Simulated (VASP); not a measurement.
Cost and result of VASP (PAW) for the band gap of AgCl (rock salt). Gaps are without spin-orbit coupling. Each level names its cell: its own relaxed one, PBE's, or the starting one. A gap is the smallest over the k-mesh and a band path; hybrids may have named points in place of the path, and GW has the mesh alone. The cost counts the self-consistent run with its band path or extra points (for GW, with the PBE run and the diagonalisation ahead of it), each on the mesh and cut-off of its row, so the ratios hold those differences too. With PBE it took about 30 core-seconds. Costs are core time on shared hosts, one run each; read them as rough ratios.

```tsv
level	k-mesh	cut-off (eV)	band gap (eV)	cost over PBE
PBE-D4 (own cell)	9×9×9	520	0.90	within a factor of 2
LDA (own cell)	10×10×10	520	0.65	within a factor of 2
PBE (own cell)	9×9×9	520	0.92	reference
rev-vdW-DF2 (own cell)	9×9×9	520	0.82	within a factor of 2
SCAN (own cell)	9×9×9	520	1.34	about 5 times
PBE0 (PBE cell)	6×6×6	520	3.10	about 30 times
Hartree-Fock (PBE cell)	6×6×6	520	___	___
```

Task: What belongs in the gaps?

Result: 
- Hartree-Fock (PBE cell), band gap (eV): 10.26
- Hartree-Fock (PBE cell), cost over PBE: about 50 times

Left out are levels that failed, ran on another kind of processor or have no fit band path; at most nine are shown.

The compound is AgCl in the rock salt structure.
